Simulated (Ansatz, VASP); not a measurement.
**Ti (Titanium) in two plane-wave programs**

Aim: how closely do two programs agree when they are given the same cell, functional and k mesh? The cell is taken from a series of runs on this material, whose earlier steps may have relaxed, scaled, displaced or heated it; both programs get it as it stands.

Calculated with Ansatz 0.2.0; plane waves, with VASP 6.6.1 beside it; zone-centre phonons at PBEsol.

## 1. The structure

Symmetry: P6_3/mmc, No. 194, hexagonal system. The conventional cell has a = 2.937 Å, b = 2.937 Å, c = 4.405 Å, α = 90.00°, β = 90.00°, γ = 120.00°. Ti has 12 Ti at 2.78 to 2.94 Å nearest.

## 2. VASP: zone-centre phonons, PBEsol

Second derivatives magnify differences that forces hide, and they need a tight electronic threshold.

Lines of VASP's logs that name or quote its potential files are left out, and so is its time.

Contents of INCAR:

```
SYSTEM = Ti
PREC = Accurate
ENCUT = 500
EDIFF = 1E-08
NELM = 120
ISMEAR = 1
SIGMA = 0.2
LREAL = .FALSE.
ALGO = Normal
GGA = PS
NBANDS = 18
LASPH = .TRUE.
LORBIT = 11
LWAVE = .FALSE.
LCHARG = .FALSE.
ISIF = 2
IBRION = 8
GGA_COMPAT = .FALSE.
KPAR = 2
```

Contents of POSCAR:

```
Ti
1.0
    2.9371020651      0.0000000000      0.0000000000
   -1.4685510325      2.5436050019      0.0000000000
    0.0000000000      0.0000000000      4.4051907902
Ti
2
Direct
    0.3333332734      0.6666667266      0.2500000000
    0.6666667266      0.3333332734      0.7500000000
```

Contents of KPOINTS:

```
Automatic mesh
0
Gamma
18 18 12
0 0 0
```

PAW data sets: Ti_sv (PBE family, release 64).

The run is started by

```console
mpirun -np 2 vasp_std
```

Numbers of over 12 decimals in the logs are rounded to 6 here.

Output:

```text
[banner, memory and clock lines left out]
running    2 mpi-ranks, on    1 nodes
 distrk:  each k-point on    1 cores,    2 groups
 distr:  one band on    1 cores,    1 groups

 POSCAR found type information on POSCAR Ti
 POSCAR found :  1 types and       2 ions
|                                                                             |
|               ----> ADVICE to this user running VASP <----                  |
|                                                                             |
|     You enforced a specific xc type in the INCAR file but a different       |
|     [... a line on the potential file left out ...]
|     I HOPE YOU KNOW WHAT YOU ARE DOING!                                     |
|                                                                             |

 LDA part: xc-table for (Slater+PW92), standard interpolation
 POSCAR, INCAR and KPOINTS ok, starting setup
 FFT: planning ... GRIDC
 FFT: planning ... GRID_SOFT
 FFT: planning ... GRID
 WAVECAR not read
 entering main loop
       N       E                     dE             d eps       ncg     rms          rms(c)
DAV:   1     0.253450388460E+03    0.25345E+03   -0.12968E+04  9348   0.164E+03
DAV:   2     0.107454418281E+02   -0.24270E+03   -0.23945E+03  9540   0.451E+02
DAV:   3    -0.176924880349E+02   -0.28438E+02   -0.28103E+02 17584   0.127E+02
DAV:   4    -0.187792077696E+02   -0.10867E+01   -0.10860E+01 10734   0.262E+01
DAV:   5    -0.188322565804E+02   -0.53049E-01   -0.53038E-01 14428   0.408E+00    0.131E+01
DAV:   6    -0.166531380599E+02    0.21791E+01   -0.78286E+00 10982   0.296E+01    0.333E+00
DAV:   7    -0.166296996639E+02    0.23438E-01   -0.88076E-01 14194   0.719E+00    0.212E+00
DAV:   8    -0.166610422838E+02   -0.31343E-01   -0.24849E-01 10872   0.604E+00    0.808E-01
DAV:   9    -0.166505934881E+02    0.10449E-01   -0.58211E-02 11002   0.261E+00    0.743E-02
DAV:  10    -0.166510209815E+02   -0.42749E-03   -0.32352E-03 13590   0.391E-01    0.100E-01
DAV:  11    -0.166510755784E+02   -0.54597E-04   -0.27375E-04 11244   0.127E-01    0.370E-02
DAV:  12    -0.166510666078E+02    0.89706E-05   -0.37194E-05 11952   0.572E-02    0.800E-03
DAV:  13    -0.166510666021E+02    0.57280E-08   -0.22660E-06 11102   0.133E-02    0.867E-04
DAV:  14    -0.166510665000E+02    0.10209E-06   -0.20774E-07 13382   0.316E-03    0.440E-04
DAV:  15    -0.166510665331E+02   -0.33094E-07   -0.53753E-08 11026   0.158E-03    0.298E-04
DAV:  16    -0.166510665765E+02   -0.43381E-07   -0.72523E-09  6146   0.721E-04    0.107E-04
DAV:  17    -0.166510665673E+02    0.91950E-08   -0.65215E-10  5340   0.252E-04
   1 F= -.16651067E+02 E0= -.16652672E+02  d E =0.481703E-02
 Linear response reoptimize wavefunctions to high precision
DAV:   1    -0.166510665666E+02    0.67121E-09   -0.15429E-10  5412   0.973E-05
DAV:   2    -0.166510665666E+02    0.19099E-10   -0.62376E-11  5258   0.631E-05
 Linear response DOF=           2
 Linear response progress:
  Degree of freedom:   1/  2
       N       E                     dE             d eps       ncg     rms          rms(c)
 HAMIL_LR internal error: the vector H(1)-e(1) S(1) |phi(0)> is not orthogonal t
 o |phi(0)>         260           9  2.564561719028993E-004
 HAMIL_LR internal error: the vector H(1)-e(1) S(1) |phi(0)> is not orthogonal t
 o |phi(0)>         260          10  1.328365689665101E-004
 HAMIL_LR internal error: the vector H(1)-e(1) S(1) |phi(0)> is not orthogonal t
 o |phi(0)>         261           9  1.266975512959484E-004
 HAMIL_LR internal error: the vector H(1)-e(1) S(1) |phi(0)> is not orthogonal t
 o |phi(0)>         262           9  2.554972731770590E-004
 HAMIL_LR internal error: the vector H(1)-e(1) S(1) |phi(0)> is not orthogonal t
 o |phi(0)>         262          10  1.278535063723718E-004
 HAMIL_LR internal error: the vector H(1)-e(1) S(1) |phi(0)> is not orthogonal t
 o |phi(0)>         263           9  1.214589953769012E-004
 HAMIL_LR internal error: the vector H(1)-e(1) S(1) |phi(0)> is not orthogonal t
 o |phi(0)>         264           9  2.536032915665641E-004
 HAMIL_LR internal error: the vector H(1)-e(1) S(1) |phi(0)> is not orthogonal t
 o |phi(0)>         264          10  1.196454369548072E-004
 HAMIL_LR internal error: the vector H(1)-e(1) S(1) |phi(0)> is not orthogonal t
 o |phi(0)>         265           9  1.119819813598594E-004
 HAMIL_LR internal error: the vector H(1)-e(1) S(1) |phi(0)> is not orthogonal t
 o |phi(0)>         266           9  2.503003207215675E-004
 HAMIL_LR internal error: the vector H(1)-e(1) S(1) |phi(0)> is not orthogonal t
 o |phi(0)>         266          10  1.089459194759668E-004
 HAMIL_LR internal error: the vector H(1)-e(1) S(1) |phi(0)> is not orthogonal t
 o |phi(0)>         268           9  2.447240728245953E-004
 HAMIL_LR internal error: the vector H(1)-e(1) S(1) |phi(0)> is not orthogonal t
[...]
o |phi(0)>        1108           1 -1.007909492436348E-004
 HAMIL_LR internal error: the vector H(1)-e(1) S(1) |phi(0)> is not orthogonal t
 o |phi(0)>        1108          10  2.730330159113198E-004
 HAMIL_LR internal error: the vector H(1)-e(1) S(1) |phi(0)> is not orthogonal t
 o |phi(0)>        1108          12  1.244289649766639E-004
 HAMIL_LR internal error: the vector H(1)-e(1) S(1) |phi(0)> is not orthogonal t
 o |phi(0)>        1110           2 -1.007327979768483E-004
[...]
o |phi(0)>        1128          11  1.297200724826864E-004
 HAMIL_LR internal error: the vector H(1)-e(1) S(1) |phi(0)> is not orthogonal t
 o |phi(0)>        1093           9  1.336809281497486E-004
 HAMIL_LR internal error: the vector H(1)-e(1) S(1) |phi(0)> is not orthogonal t
 o |phi(0)>        1093          18  1.036137016256142E-004
 HAMIL_LR internal error: the vector H(1)-e(1) S(1) |phi(0)> is not orthogonal t
 o |phi(0)>        1130           1 -1.011763108092706E-004
 HAMIL_LR internal error: the vector H(1)-e(1) S(1) |phi(0)> is not orthogonal t
 o |phi(0)>        1130          10  1.558946661762289E-004
 HAMIL_LR internal error: the vector H(1)-e(1) S(1) |phi(0)> is not orthogonal t
 o |phi(0)>        1132           2 -1.011094776320904E-004
 HAMIL_LR internal error: the vector H(1)-e(1) S(1) |phi(0)> is not orthogonal t
 o |phi(0)>        1132           9  1.152191270840652E-004
 HAMIL_LR internal error: the vector H(1)-e(1) S(1) |phi(0)> is not orthogonal t
 o |phi(0)>        1099           1 -1.012839654248674E-004
 HAMIL_LR internal error: the vector H(1)-e(1) S(1) |phi(0)> is not orthogonal t
 o |phi(0)>        1099          10  2.215860668872138E-004
 HAMIL_LR internal error: the vector H(1)-e(1) S(1) |phi(0)> is not orthogonal t
 o |phi(0)>        1101           2 -1.009902807269552E-004
 HAMIL_LR internal error: the vector H(1)-e(1) S(1) |phi(0)> is not orthogonal t
 o |phi(0)>        1103           9  1.086155309133474E-004
 HAMIL_LR internal error: the vector H(1)-e(1) S(1) |phi(0)> is not orthogonal t
 o |phi(0)>        1140           1 -1.013465845626162E-004
 HAMIL_LR internal error: the vector H(1)-e(1) S(1) |phi(0)> is not orthogonal t
 o |phi(0)>        1140          10  1.427986579600193E-004
 HAMIL_LR internal error: the vector H(1)-e(1) S(1) |phi(0)> is not orthogonal t
 o |phi(0)>        1142           1 -1.012424073025021E-004
 HAMIL_LR internal error: the vector H(1)-e(1) S(1) |phi(0)> is not orthogonal t
 o |phi(0)>        1144           1 -1.013237442003202E-004
 HAMIL_LR internal error: the vector H(1)-e(1) S(1) |phi(0)> is not orthogonal t
 o |phi(0)>        1107           9  1.247200837636991E-004
 HAMIL_LR internal error: the vector H(1)-e(1) S(1) |phi(0)> is not orthogonal t
 o |phi(0)>        1107          18  1.126784250147367E-004
 HAMIL_LR internal error: the vector H(1)-e(1) S(1) |phi(0)> is not orthogonal t
 o |phi(0)>        1146           2 -1.012603390334503E-004
 HAMIL_LR internal error: the vector H(1)-e(1) S(1) |phi(0)> is not orthogonal t
 o |phi(0)>        1113           1 -1.010418194972479E-004
 HAMIL_LR internal error: the vector H(1)-e(1) S(1) |phi(0)> is not orthogonal t
 o |phi(0)>        1113          10  2.249854529801781E-004
 HAMIL_LR internal error: the vector H(1)-e(1) S(1) |phi(0)> is not orthogonal t
 o |phi(0)>        1113          12  1.188515974415716E-004
 HAMIL_LR internal error: the vector H(1)-e(1) S(1) |phi(0)> is not orthogonal t
 o |phi(0)>        1115           2 -1.009172674807848E-004
 HAMIL_LR internal error: the vector H(1)-e(1) S(1) |phi(0)> is not orthogonal t
 o |phi(0)>        1115           9  1.495295334223434E-004
 HAMIL_LR internal error: the vector H(1)-e(1) S(1) |phi(0)> is not orthogonal t
 o |phi(0)>        1123           1 -1.013388066224597E-004
 HAMIL_LR internal error: the vector H(1)-e(1) S(1) |phi(0)> is not orthogonal t
 o |phi(0)>        1123          10  1.839072821973042E-004
 HAMIL_LR internal error: the vector H(1)-e(1) S(1) |phi(0)> is not orthogonal t
 o |phi(0)>        1125           2 -1.010910289118089E-004
 HAMIL_LR internal error: the vector H(1)-e(1) S(1) |phi(0)> is not orthogonal t
 o |phi(0)>        1135           1 -1.013071586736638E-004
 HAMIL_LR internal error: the vector H(1)-e(1) S(1) |phi(0)> is not orthogonal t
 o |phi(0)>        1135          10  1.443171249200792E-004
 HAMIL_LR internal error: the vector H(1)-e(1) S(1) |phi(0)> is not orthogonal t
 o |phi(0)>        1137           2 -1.011728693423130E-004
RMM:  27    -0.552325126855E+00    0.45747E-08   -0.86525E-07111903   0.236E-04    0.365E-05
 first order change of Fermi-energy   0.28792E-04
 force on displaced ion       1 direction 1 :  -1.556  -0.000   0.000
 Linear response progress:
  Degree of freedom:   2/  2
       N       E                     dE             d eps       ncg     rms          rms(c)
RMM:   1    -0.645906804625E+00   -0.64591E+00    0.33583E+01 14266   0.146E+02
RMM:   2    -0.609468570767E+00    0.36438E-01   -0.34736E-01 26497   0.482E+00    0.294E-01
RMM:   3    -0.607870676612E+00    0.15979E-02   -0.25245E-02 29005   0.130E+00    0.130E-01
RMM:   4    -0.609127975621E+00   -0.12573E-02   -0.95006E-03 33489   0.571E-01    0.362E-02
RMM:   5    -0.609640289771E+00   -0.51231E-03   -0.21475E-03 32404   0.245E-01    0.238E-02
RMM:   6    -0.610093390037E+00   -0.45310E-03   -0.81922E-04 34462   0.135E-01    0.119E-02
RMM:   7    -0.610391516401E+00   -0.29813E-03   -0.12530E-04 34992   0.613E-02    0.817E-03
RMM:   8    -0.610924277799E+00   -0.53276E-03   -0.29630E-05 31578   0.376E-02    0.263E-03
RMM:   9    -0.610958809999E+00   -0.34532E-04   -0.28386E-05 34403   0.195E-02    0.129E-03
RMM:  10    -0.610939196313E+00    0.19614E-04   -0.13393E-05 35096   0.111E-02    0.250E-04
RMM:  11    -0.610938555011E+00    0.64130E-06   -0.15756E-05 35834   0.657E-03    0.219E-04
RMM:  12    -0.610945717566E+00   -0.71626E-05   -0.16007E-05 35314   0.420E-03    0.973E-05
RMM:  13    -0.610949714590E+00   -0.39970E-05   -0.13728E-05 36259   0.282E-03    0.791E-05
RMM:  14    -0.610947860568E+00    0.18540E-05   -0.12874E-05 35501   0.197E-03    0.235E-05
RMM:  15    -0.610948384908E+00   -0.52434E-06   -0.96359E-06 36522   0.148E-03    0.224E-05
RMM:  16    -0.610948423798E+00   -0.38890E-07   -0.92615E-06 36897   0.116E-03    0.315E-05
RMM:  17    -0.610948020245E+00    0.40355E-06   -0.73472E-06 34623   0.967E-04    0.534E-05
RMM:  18    -0.610947981517E+00    0.38727E-07   -0.77803E-06 36737   0.821E-04    0.612E-05
RMM:  19    -0.610947884292E+00    0.97225E-07   -0.54681E-06 34633   0.716E-04    0.732E-05
RMM:  20    -0.610948320350E+00   -0.43606E-06   -0.49289E-06 32002   0.654E-04    0.601E-05
RMM:  21    -0.610948394761E+00   -0.74411E-07   -0.53909E-06 35851   0.583E-04    0.605E-05
RMM:  22    -0.610948278860E+00    0.11590E-06   -0.38290E-06 33734   0.533E-04    0.677E-05
 first order change of Fermi-energy  -0.15489E-03
 force on displaced ion       1 direction 3 :  -0.000   0.000  -5.490
 Linear response finished
```

From OUTCAR (step 2):

```text
ion  position               nearest neighbor table
   1  0.333  0.667  0.250-   2 2.78   2 2.78   2 2.78   2 2.78   2 2.78   2 2.78
   2  0.667  0.333  0.750-   1 2.78   1 2.78   1 2.78   1 2.78   1 2.78   1 2.78

  LATTYP: Found a hexagonal cell.
 ALAT       =     2.9371020651
 C/A-ratio  =     1.4998425974

 Subroutine GETGRP returns: Found 24 space group operations
 (whereof 12 operations were pure point group operations)

The static configuration has the point symmetry D_3d.
 The point group associated with its full space group is D_6h.

 Found    259 irreducible k-points:

   k-points           NKPTS =    259   k-points in BZ     NKDIM =    259   number of bands    NBANDS=     18

   dimension x,y,z NGX =    24 NGY =   24 NGZ =   32
   dimension x,y,z NGXF=    48 NGYF=   48 NGZF=   64

   ENCUT  =  500.0 eV  36.75 Ry    6.06 a.u.   5.36  5.36  8.03*2*pi/ulx,y,z

   NELECT =      24.0000    total number of electrons

 k-points in reciprocal lattice and weights: Automatic mesh
   0.00000000  0.00000000  0.00000000       0.000
   0.05555556 -0.00000000  0.00000000       0.002
   0.11111111 -0.00000000  0.00000000       0.002
   0.16666667 -0.00000000  0.00000000       0.002
   0.22222222 -0.00000000  0.00000000       0.002
   0.27777778 -0.00000000  0.00000000       0.002
   0.33333333  0.00000000  0.00000000       0.002
   0.38888889  0.00000000  0.00000000       0.002
   0.44444444 -0.00000000  0.00000000       0.002
[...]
0.33333333  0.27777778  0.50000000       0.003
   0.33333333  0.33333333  0.50000000       0.001

 average (electrostatic) potential at core
       1 -71.6157       2 -71.6157

  Total       -0.0669619     -0.0669619      1.2309948     -0.0000000      0.0000000     -0.0000000
  in kB       -3.2599067     -3.2599067     59.9284939     -0.0000000      0.0000000     -0.0000000
  external PRESSURE =      17.8028935 kB  Pullay stress =       0.0000000 kB

  energy-cutoff  :      500.00
  volume of cell :       32.91
      direct lattice vectors                 reciprocal lattice vectors
     2.937102065  0.000000000  0.000000000     0.340471655  0.196571401  0.000000000
    -1.468551032  2.543605002  0.000000000     0.000000000  0.393142803  0.000000000
     0.000000000  0.000000000  4.405190790     0.000000000  0.000000000  0.227004924

 POSITION                                       TOTAL-FORCE (eV/Angst)
 -----------------------------------------------------------------------------------
     -0.00000      1.69574      1.10130         0.000000     -0.000000      0.000000
      1.46855      0.84787      3.30389        -0.000000      0.000000      0.000000
 -----------------------------------------------------------------------------------
    total drift:                               -0.000164      0.000094     -0.000004

 Eigenvectors and eigenvalues of the dynamical matrix
 ----------------------------------------------------

   1 f  =    7.486279 THz    47.037680 2PiTHz  249.715400 cm-1    30.960750 meV
             X         Y         Z           dx          dy          dz
     -0.000000  1.695737  1.101298    -0.000000    0.000000    0.707107
      1.468551  0.847868  3.303893     0.000000    0.000000   -0.707107

   2 f  =    3.985600 THz    25.042266 2PiTHz  132.945317 cm-1    16.483111 meV
             X         Y         Z           dx          dy          dz
     -0.000000  1.695737  1.101298     0.418644    0.569857   -0.000000
      1.468551  0.847868  3.303893    -0.418644   -0.569857   -0.000000

   3 f  =    3.985600 THz    25.042266 2PiTHz  132.945317 cm-1    16.483111 meV
             X         Y         Z           dx          dy          dz
     -0.000000  1.695737  1.101298     0.569857   -0.418644    0.000000
      1.468551  0.847868  3.303893    -0.569857    0.418644    0.000000

   4 f  =    0.000000 THz     0.000001 2PiTHz    0.000003 cm-1     0.000000 meV
             X         Y         Z           dx          dy          dz
     -0.000000  1.695737  1.101298     0.060803    0.704124   -0.022632
      1.468551  0.847868  3.303893     0.060803    0.704124   -0.022632

   5 f  =    0.000000 THz     0.000000 2PiTHz    0.000001 cm-1     0.000000 meV
             X         Y         Z           dx          dy          dz
     -0.000000  1.695737  1.101298     0.027897    0.020292    0.706265
      1.468551  0.847868  3.303893     0.027897    0.020292    0.706265

   6 f/i=    0.000000 THz     0.000000 2PiTHz    0.000000 cm-1     0.000000 meV
             X         Y         Z           dx          dy          dz
     -0.000000  1.695737  1.101298     0.703935   -0.061624   -0.026034
      1.468551  0.847868  3.303893     0.703935   -0.061624   -0.026034

 ELASTIC MODULI CONTR FROM IONIC RELAXATION (kBar)
 Direction    XX          YY          ZZ          XY          YZ          ZX
 --------------------------------------------------------------------------------
 XX        -299.9284    299.9284      0.0000     -0.0000      0.0000     -0.0000
 YY         299.9284   -299.9284     -0.0000     -0.0000      0.0000     -0.0000
 ZZ           0.0000     -0.0000     -0.0000      0.0000     -0.0000      0.0000
 XY          -0.0000     -0.0000      0.0000   -299.9284      0.0000     -0.0000
 YZ           0.0000      0.0000     -0.0000      0.0000     -0.0000      0.0000
 ZX          -0.0000     -0.0000      0.0000     -0.0000      0.0000     -0.0000
 --------------------------------------------------------------------------------
```

(Continued in part 2 of 2.)

[Lines on the potential files, build, host, timing and source positions are cut from VASP's logs without a mark.]

[Logs are printed without paths, hosts, clocks, repeated set-up lines and the standing remarks that a program may print on its own settings, such as how far it seeks lower states.]

[Hosts, paths, dates, database ids (printed as entryN), source tags and the programs' standing remarks are cut or masked in the printed files.]
